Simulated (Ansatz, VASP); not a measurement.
# Cross-check of Ge (Germanium) between VASP and Ansatz, part 2 of 2

One calculation is typed for both programs; each brings its own data sets. How far apart do they land? The cell is taken from a series of runs on this material, whose earlier steps may have relaxed, scaled, displaced or heated it; both programs get it as it stands.

VASP 6.6.1 and Ansatz 0.2.0.

So far: Set-up; VASP: zone-centre phonons, LDA.

### Step 2. VASP: zone-centre phonons, LDA (continued)

Level of this step: LDA; plane waves and PAW (Ge_d) (VASP).

Numbers of over 12 decimals in the logs are rounded to 6 here.

Parts of OUTCAR (step 2):

```text
ion  position               nearest neighbor table
   1  0.501  0.501  0.501-   2 2.42   2 2.42   2 2.42   2 2.43
   2  0.749  0.749  0.749-   1 2.42   1 2.42   1 2.42   1 2.43

  LATTYP: Found a trigonal (rhomboedric) cell.
 ALAT       =     3.9716714910
 COS(alpha) =     0.5091306398

 Subroutine GETGRP returns: Found 12 space group operations
 (whereof  6 operations were pure point group operations)

The static configuration has the point symmetry C_3v.
 The point group associated with its full space group is D_3d.

   k-points           NKPTS =   1728   k-points in BZ     NKDIM =   1728   number of bands    NBANDS=     20

   dimension x,y,z NGX =    30 NGY =   30 NGZ =   30
   dimension x,y,z NGXF=    60 NGYF=   60 NGZF=   60

   ENCUT  =  500.0 eV  36.75 Ry    6.06 a.u.   7.24  7.24  7.24*2*pi/ulx,y,z

   NELECT =      28.0000    total number of electrons

 k-points in reciprocal lattice and weights: Points of the shifted mesh
   0.04166667  0.04166667  0.04166667       0.001
   0.04166667  0.04166667  0.12500000       0.001
   0.04166667  0.04166667  0.20833333       0.001
   0.04166667  0.04166667  0.29166667       0.001
   0.04166667  0.04166667  0.37500000       0.001
   0.04166667  0.04166667  0.45833333       0.001
   0.04166667  0.04166667  0.54166667       0.001
   0.04166667  0.04166667  0.62500000       0.001
   0.04166667  0.04166667  0.70833333       0.001
[...]
0.95833333  0.95833333  0.87500000       0.001
   0.95833333  0.95833333  0.95833333       0.001

 average (electrostatic) potential at core
       1 -75.0927       2 -75.0927

  Total        0.3643612      0.3643612      0.3643612     -0.1693716     -0.1693716     -0.1693716
  in kB       13.3618983     13.3618983     13.3618983     -6.2112139     -6.2112139     -6.2112139
  external PRESSURE =      13.3618983 kB  Pullay stress =       0.0000000 kB

  energy-cutoff  :      500.00
  volume of cell :       43.69
      direct lattice vectors                 reciprocal lattice vectors
     0.025701793  2.808337039  2.808337039    -0.180504279  0.178867292  0.178867292
     2.808337039  0.025701793  2.808337039     0.178867292 -0.180504279  0.178867292
     2.808337039  2.808337039  0.025701793     0.178867292  0.178867292 -0.180504279

 POSITION                                       TOTAL-FORCE (eV/Angst)
 -----------------------------------------------------------------------------------
      2.82451      2.82451      2.82451         0.000390      0.000390      0.000390
      4.22846      4.22846      4.22846        -0.000390     -0.000390     -0.000390
 -----------------------------------------------------------------------------------
    total drift:                                0.000000      0.000000      0.000000

 Eigenvectors and eigenvalues of the dynamical matrix
 ----------------------------------------------------

   1 f  =    9.059987 THz    56.925575 2PiTHz  302.208623 cm-1    37.469077 meV
             X         Y         Z           dx          dy          dz
      2.824512  2.824512  2.824512    -0.288675   -0.288675    0.577350
      4.228458  4.228458  4.228458     0.288675    0.288675   -0.577350

   2 f  =    9.059987 THz    56.925575 2PiTHz  302.208623 cm-1    37.469077 meV
             X         Y         Z           dx          dy          dz
      2.824512  2.824512  2.824512    -0.500000    0.500000    0.000000
      4.228458  4.228458  4.228458     0.500000   -0.500000   -0.000000

   3 f  =    8.950410 THz    56.237083 2PiTHz  298.553532 cm-1    37.015904 meV
             X         Y         Z           dx          dy          dz
      2.824512  2.824512  2.824512    -0.408248   -0.408248   -0.408248
      4.228458  4.228458  4.228458     0.408248    0.408248    0.408248

   4 f  =    0.000000 THz     0.000000 2PiTHz    0.000002 cm-1     0.000000 meV
             X         Y         Z           dx          dy          dz
      2.824512  2.824512  2.824512    -0.003908    0.704422    0.061432
      4.228458  4.228458  4.228458    -0.003908    0.704422    0.061432

   5 f/i=    0.000000 THz     0.000001 2PiTHz    0.000003 cm-1     0.000000 meV
             X         Y         Z           dx          dy          dz
      2.824512  2.824512  2.824512     0.707086    0.003565    0.004099
      4.228458  4.228458  4.228458     0.707086    0.003565    0.004099

   6 f/i=    0.000000 THz     0.000001 2PiTHz    0.000004 cm-1     0.000001 meV
             X         Y         Z           dx          dy          dz
      2.824512  2.824512  2.824512     0.003773    0.061453   -0.704421
      4.228458  4.228458  4.228458     0.003773    0.061453   -0.704421

 ELASTIC MODULI CONTR FROM IONIC RELAXATION (kBar)
 Direction    XX          YY          ZZ          XY          YZ          ZX
 --------------------------------------------------------------------------------
 XX          -0.6303     -0.4296     -0.4296      4.5365     11.5678      3.3708
 YY          -0.4296     -0.6303     -0.4296      3.3708      4.5365     11.5678
 ZZ          -0.4296     -0.4296     -0.6303     11.5678      3.3708      4.5365
 XY           4.5365      3.3708     11.5678   -280.8767     13.1297     13.1297
 YZ          11.5678      4.5365      3.3708     13.1297   -280.8767     13.1297
 ZX           3.3708     11.5678      4.5365     13.1297     13.1297   -280.8767
 --------------------------------------------------------------------------------
```

### Step 3. Ansatz: zone-centre phonons, LDA

Ansatz runs on its PAW soft_1 files.

The same cell, functional (in two slightly different forms), mesh and smearing now go to Ansatz, which takes its cutoff from its data sets.

Contents of input.yaml:

```yaml
crystal:
  lattice:
    - [0.0257017934, 2.8083370391, 2.8083370391]
    - [2.8083370391, 0.0257017934, 2.8083370391]
    - [2.8083370391, 2.8083370391, 0.0257017934]
  atoms:
    - { symbol: Ge, position: [0.5005891399, 0.5005891399, 0.5005891399] }
    - { symbol: Ge, position: [0.7494108601, 0.7494108601, 0.7494108601] }
kpoints:
  mp_grid: { grid: [12, 12, 12], shift: [0.5, 0.5, 0.5] }
hamiltonian:
  xc: lda
  pseudopotentials: { kind: paw, azcp: { folder: soft_1 }, xc_functional: pbe }
scf:
  occupations: { method: gaussian, width: 0.015 }
output:
  eigenvalues: true
phonons:
  method: dfpt
```

Run with:

```
$ ansatz run input.yaml --threads 4 --pin off --max-ram 10240MiB --backend cpu --events-out ev --progress --plain --runs-dir out
```

What it wrote:

```text
Engine: ansatz 0.2.0, aarch64-unknown-linux-gnu
Pseudopotentials: kind: paw
Pseudopotential: Ge, paw, valence charge 14, recommended cutoff 420 eV (normal), soft_1/Ge.paw.azcp
Functional definition: SPW92
  exchange = slater_x
  correlation = pw_c
Crystal: 2 atoms, lattice volume = 43.689 Å³
Basis set: ecut = 420 eV, 875 PW (Γ), exchange–correlation on 64×64×64 points (8 copies of the dense FFT grid, shifted against one another)
Bands: 18, of which v1, the nominal top of the filled ones, is band 14 counted from 1 (13 counted from 0)
Symmetry: 12 space group operations
k-points: 468 of 1728 (irreducible under 2 space group operations, time reversal used)
Non-local potential: Ge, projectors of the file, l = 0: 2, l = 1: 2, l = 2: 3, l = 3: 1
PAW form: soft (Blöchl's): semilocal exchange-correlation on the pseudo side does not see the compensation charge
PAW frozen core: Ge, regenerated for the run's functional, and the local potential with it (the file was generated under x = pbe(κ = 0.804, μ = 0.219515), c = pbe(β = 0.066725))
PAW one-centre angular grid: Ge, 590 points (default); XC on 64 Gauss nodes
Initial density: superposition of atomic densities (chi_scale 0.1, normalization cell)
Initial wavefunctions: pseudopotential atomic-orbital guess
Functional: x = slater, c = lda
SCF iter   1: F=—  HF=-8431.591988 eV  |F-HF|=—  |Δ(HF+E_count)|=         —  Δρ=3.62e-2  dr2=5.24e-1  ethr=3.10e-3  ⟨swp⟩=6.0  Hψ=39487  notcnv=0
preconditioner: auto → none  [insulator: Δε(μ)=0.458 eV  Ē_g=23.563 eV  σ=0.015 eV  W_gap=1.00  n_scr=14 (ndim 8)  ℏωp=29.7 eV  f_vac=0.000  D(μ)=0.00/eV (n_scr^D=0)  ε∞_Penn≈2.6]
SCF iter   2: F=—  HF=-8431.465428 eV  |F-HF|=—  |Δ(HF+E_count)|=   1.27e-1  Δρ=1.65e-2  dr2=8.53e-2  ethr=1.87e-3  ⟨swp⟩=2.0  Hψ=14039  notcnv=0
SCF iter   3: F=—  HF=-8431.450160 eV  |F-HF|=—  |Δ(HF+E_count)|=   1.53e-2  Δρ=2.46e-3  dr2=6.88e-4  ethr=3.04e-4  ⟨swp⟩=2.0  Hψ=12182  notcnv=0
SCF iter   4: F=—  HF=-8431.450237 eV  |F-HF|=—  |Δ(HF+E_count)|=   7.74e-5  Δρ=4.47e-4  dr2=7.84e-5  ethr=2.46e-6  ⟨swp⟩=2.0  Hψ=16838  notcnv=0
SCF iter   5: F=—  HF=-8431.450038 eV  |F-HF|=—  |Δ(HF+E_count)|=   1.99e-4  Δρ=5.21e-5  dr2=8.31e-7  ethr=2.80e-7  ⟨swp⟩=2.0  Hψ=16655  notcnv=0
SCF iter   6: F=—  HF=-8431.450035 eV  |F-HF|=—  |Δ(HF+E_count)|=   3.31e-6  Δρ=3.09e-5  dr2=2.52e-7  ethr=2.97e-9  ⟨swp⟩=2.0  Hψ=14976  notcnv=0
SCF iter   7: F=—  HF=-8431.450035 eV  |F-HF|=—  |Δ(HF+E_count)|=   1.53e-7  Δρ=7.50e-6  dr2=1.17e-8  ethr=9.01e-10  ⟨swp⟩=2.0  Hψ=14572  notcnv=0
SCF iter   8: F=—  HF=-8431.450035 eV  |F-HF|=—  |Δ(HF+E_count)|=   1.12e-8  Δρ=6.63e-7  dr2=7.99e-11  ethr=4.19e-11  ⟨swp⟩=2.0  Hψ=14606  notcnv=0
SCF iter   9: F=-8431.450035 eV  HF=-8431.450035 eV  |F-HF|=9.09e-12  |Δ(HF+E_count)|=  3.64e-11  Δρ=1.14e-7  dr2=2.61e-12  ethr=1.00e-12  ⟨swp⟩=5.2  Hψ=36594  notcnv=0
SCF 1 converged in 9 iterations: F = -8431.450035 eV  dr2 = 2.61e-12
  greatest PAW one-centre occupation: 0.998 electrons in one spin orbital (limit 2), on the Ge atom at site 1 (counted from 0), in its partial waves of l = 2
DFPT response loops at Γ: preconditioner auto → none (the input reference at scf.mixing.eps_inf says where Resta's filter doesn't serve); β = 0.50; Broyden in place of MSR1
SCF converged after 9 iterations
Free energy (F): -8431.450035 eV
Harris-Foulkes:  -8431.450035 eV  (|F-HF|=9.09e-12)
Internal energy: -8431.450035 eV  (E = F + TS)
E sigma→0 (E₀):  -8431.450035 eV
Fermi energy:    8.866010 eV
--- Per-component energies (eV) ---
  E_band       = -299.676599
  E_kinetic    = 187.631835
  E_local      = -4459.812098  (includes V_loc(G=0)·N_el)
  E_nonlocal   = 442.341366
  E_hartree    = 2126.644836
  E_xc         = -143.421377
  E_vxc        = -132.025646  (∫ρ·V_xc dr)
  E_paw        = -3869.311431  (= ΣΔE_a)
  E_vpaw       = -591.101872  (= ΣTr[D̂ρ^β])
  E_aug_tail   = 0.000027  (compensation charges beyond the density's cutoff)
  E_ewald      = -2719.339846
  E_core_change = 3.816653  (= ΣΔE_core)
  E_smearing   = -0.000000  (= −TS)
  E_closure    = -0.000000  (closes the sum)
  Σ components = -8431.450035   (vs F -8431.450035, Δ=0.00e0)
--- Band table (eV; the first three rows and the last of 468) ---
  k-point 0: bands = [... 10 lower, -4.3599, 7.9237, 8.7042, 8.7042, 9.4103, 11.2465, 11.3602, 11.3602]
  k-point 1: bands = [... 10 lower, -4.2433, 6.7939, 8.1049, 8.6192, 9.9817, 11.4863, 11.5308, 12.0494]
  k-point 2: bands = [... 10 lower, -3.9542, 5.2095, 7.6151, 8.2740, 9.8594, 11.9182, 12.1483, 13.2399]
  k-point 467: bands = [... 10 lower, -2.1747, 0.9199, 6.9452, 7.2092, 9.0801, 12.3344, 12.5418, 15.7768]
--- Phonons (Γ-DFPT): 1 representative perturbation + reference, on 468 of 1728 k-points (Σ response iterations 3) ---
  k mesh reduced under 2 symmetry operations, with k and −k counted as one. Each operation leaves every solved perturbation unchanged. A smaller set is not used because it would not reduce the number of displacements times k-points to solve
  ASR residual: 2.119e-5 → 0.000e0 eV/Å²; symmetrization residual: 2.387e-12 eV/Å²
  ASR residual per site (eV/Å²): 2.12e-5 2.12e-5
  Γ frequencies (cm⁻¹): 0.00 0.00 0.00 296.65 300.30 300.30
  non-analytic LO–TO correction: not included (Born effective charges unavailable; polar crystals: no LO–TO splitting at Γ)
```

The column dr2 measures how far the density is from self-consistency, as an energy; F and HF (Harris–Foulkes) agree once it is small.

### Step 4. Side by side

Known differences besides the potentials themselves: the two LDA forms differ slightly; the cutoff is 420 eV in Ansatz and 500 eV in VASP; VASP's log shows a relativistic correction to its local exchange, Ansatz's none. Total energies have different zeros and are not compared.

Both answers:

```
                  quantity  Ansatz   VASP  difference
     optical mode 1 (cm⁻¹)   296.6  298.6     -0.64 %
optical mode 2 to 3 (cm⁻¹)   300.3  302.2     -0.63 %
```

Modes are paired by rising frequency, not by their patterns, so a pair may set unlike modes beside each other; they are those without the splitting of longitudinal modes.

### Step 5. What came out

```yaml
r_m_s_difference_of_the_optical_zone_centre_modes_each_program_s_sorted_by_frequency_zone_centre_phonons_lda: 1.9 cm⁻¹
difference_in_optical_mode_1_zone_centre_phonons_lda: -0.6 %
```

In words: The r.m.s. difference of the optical zone-centre modes, each program's sorted by frequency is 1.9 cm⁻¹ (zone-centre phonons, LDA). Among the rows given in per cent, the largest difference of the zone-centre phonons, LDA pair is in optical mode 1, -0.6 %. Such differences can come from data sets, numerical settings and the points named under the comparisons, not from the functional's error against experiment.

[Lines on the potential files, build, host, timing and source positions are cut from VASP's logs without a mark.]

[Logs are printed without paths, hosts, clocks, repeated set-up lines and the standing remarks that a program may print on its own settings, such as how far it seeks lower states.]

[Hosts, paths, dates, database ids (printed as entryN), source tags and the programs' standing remarks are cut or masked in the printed files.]
